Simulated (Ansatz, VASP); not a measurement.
HfGe in VASP and in Ansatz

```xyz
2
Lattice="0.0000 2.1950 2.1950 2.1950 0.0000 2.1950 2.1950 2.1950 0.0000" Properties=species:S:1:pos:R:3 pbc="T T T"
Hf    0.0000    0.0000    0.0000
Ge    1.0975    1.0975    1.0975
```

Change from the starting cell: volume scaled by 0.4, crystal datasets.

Alike in both runs: task single point; functional LDA; k mesh 11 × 11 × 11; occupations fermi-dirac, width 0.05 eV; no spin polarisation.

|  | VASP | Ansatz |
| --- | --- | --- |
| version | VASP 6.6.1 | Ansatz 0.2.0 |
| potentials or method | VASP PAW LDA potentials, release 64 (Hf_pv, Ge_d), cutoff 520 eV | all-electron PAW with datasets made for the crystal, scalar-relativistic |

```csv
,VASP,Ansatz,Ansatz less VASP
pressure (GPa),380.7,386.5,+5.76
```

Ansatz ran all-electron here, so the differences hold the error of VASP's frozen core and of both bases.

Caveats: the cell as given lies far from equilibrium; so large a pressure means that the cell lies far from this level's equilibrium, or that cutoff or potentials fall short (VASP). Spin-orbit coupling is left out, which matters for the levels of Hf.
